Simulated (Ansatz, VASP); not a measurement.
**One calculation of K3Ge, two programs**

```
Ge K
1.0
     0.00000    4.39556    4.39556
     4.39556    0.00000    4.39556
     4.39556    4.39556    0.00000
Ge K
1 3
Direct
  0.00000 0.00000 0.00000
  0.50000 0.50000 0.50000
  0.75000 0.75000 0.75000
  0.25000 0.25000 0.25000
```

Change from the starting cell: volume scaled by 1.06.

Alike in both runs: task single point; functional PBE; k mesh 6 × 6 × 6; occupations fermi-dirac, width 0.05 eV; no spin polarisation.

|  | VASP | Ansatz |
| --- | --- | --- |
| version | VASP 6.6.1 | Ansatz 0.2.0 |
| potentials or method | VASP PAW PBE potentials, release 64 (Ge_d, K_sv) | Ansatz PAW |
| plane-wave cutoff (eV) | 520 | 420 |
| valence electrons in the cell | 41 | 41 |

|  | VASP | Ansatz | Ansatz less VASP |
| --- | --- | --- | --- |
| gap on the k mesh at the Fermi level (eV) | none | none | - |
| pressure (GPa) | -0.4 | -0.4 | +0.02 |

A gap of «none» marks a metal or a gap that the smearing closes. The functional is the same, so the differences come from potentials, cutoffs and numerics.
